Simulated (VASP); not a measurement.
Molecule: CO, in a box.

```
CELL_PARAMETERS angstrom
11.46642 0.00000 0.00000
0.00000 11.96642 0.00000
0.00000 0.00000 12.46642
ATOMIC_POSITIONS crystal
C 0.52198 0.51620 0.46124
O 0.47738 0.49181 0.53989
```

Program: VASP 6.6.1. Alike in all runs: task single point; potentials or basis VASP PAW PBE potentials, release 64 (C, O); no spin polarisation; cell as given; k mesh 1 × 1 × 1; cutoff (eV) 400; smearing gaussian 0.01 eV. Hardware: 1 thread of Intel(R) Xeon(R) 6975P-C (Granite Rapids), on a shared host.

Question: Order these runs on this cell by their wall time, lowest first.
A. level r2SCAN+rVV10
B. level RPBE
C. level optB86b-vdW

Answer: B (42 s), C (750 s), A (1700 s).

Caveats: the standard files for N, O and F lose accuracy on very short bonds.
